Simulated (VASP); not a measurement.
Here is the system:

```yaml
crystal:
  lattice:
    - [0.00000, 2.60737, 2.60737]
    - [2.60737, 0.00000, 2.60737]
    - [2.60737, 2.60737, 0.00000]
  atoms:
    - { symbol: Hg, position: [0.00000, 0.00000, 0.00000] }
    - { symbol: O, position: [0.25000, 0.25000, 0.25000] }
```

The numbers are results of PBEsol GGA, VASP's PBE PAW potentials (set 64) (plane waves; VASP 6.6.1), not measurements. Settings: 520 eV cut-off, Gaussian smearing of 0.050 eV, potentials Hg O.

Task: Give the energies of bands 2 to 11 at the high-symmetry points, in eV from the Fermi level.

Result: 
```csv
band,Γ,X,U,L,W
2,-6.39,-6.46,-6.21,-6.09,-6.04
3,-6.39,-5.28,-5.53,-6.09,-5.57
4,-6.39,-5.28,-5.26,-5.23,-5.38
5,-4.94,-4.91,-4.82,-4.79,-4.92
6,-4.94,-4.69,-4.36,-4.79,-4.26
7,-1.96,-3.38,-4.19,-4.42,-3.93
8,0.00,-2.01,-2.28,-0.78,-2.66
9,0.00,-2.01,-1.54,-0.78,-1.60
10,0.00,4.56,4.41,2.32,4.58
11,11.33,4.66,5.74,5.51,6.31
```

It has no gap at this level: it comes out as a metal or semimetal.

The structure was generated: HgO was put into the zinc blende type (F-43m), which need not be its known phase. It was relaxed first, which changed the volume by +48 %.
